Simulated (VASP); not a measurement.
Given:

```
CELL_PARAMETERS angstrom
      4.86647     0.00000     0.00000
      0.00000     4.86647     0.00000
      0.00000     0.00000     4.86647
ATOMIC_POSITIONS crystal
  Cs 0.00000 0.00000 0.00000
  I  0.50000 0.50000 0.50000
```

Computed with RPBE GGA, VASP's PBE PAW potentials (set 64) (plane waves; VASP). Run with 520 eV cut-off, Gaussian smearing of 0.050 eV, potentials Cs_sv I.

Unless said otherwise, spin-orbit coupling is left out, though it shifts the bands of the heavy elements here.

Problem. What does the run give for the band gap (along the path) with the smallest direct gap where there is one?

Solution. 
- band gap (along the path): 3.63 eV
- smallest direct gap (along the path): 3.73 eV

Total energies compare only between runs with the same potentials, cut-off and functional.

The compound is CsI in the CsCl type structure. It was relaxed first, which changed the volume by +21 %.
